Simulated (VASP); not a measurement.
Data:

```yaml
crystal:
  lattice:
    - [0.00000, 2.93937, 2.93937]
    - [2.93937, 0.00000, 2.93937]
    - [2.93937, 2.93937, 0.00000]
  atoms:
    - { symbol: Al, position: [0.25000, 0.25000, 0.25000] }
    - { symbol: Al, position: [0.75000, 0.75000, 0.75000] }
    - { symbol: Pt, position: [0.00000, 0.00000, 0.00000] }
```

All values below come from PBE GGA with D3 dispersion (zero damping), VASP's PBE PAW potentials (set 64) (plane waves; VASP). Run with 520 eV cut-off, 8×8×8 Γ-centred mesh, first-order Methfessel-Paxton smearing of 0.10 eV, potentials Al Pt.

Unless said otherwise, spin-orbit coupling is left out, though it shifts the bands of the heavy elements here.

Question: Predict the energy per atom (σ→0), band gap (on the k-mesh) with the smallest direct gap where there is one.

Answer: 
- band gap (on the k-mesh) = none (metal, semimetal or under 0.01 eV)
- energy per atom (σ→0) = -5.756 eV/atom

The compound is PtAl2 in the fluorite structure. It was relaxed first. The start is the result of an earlier pass.
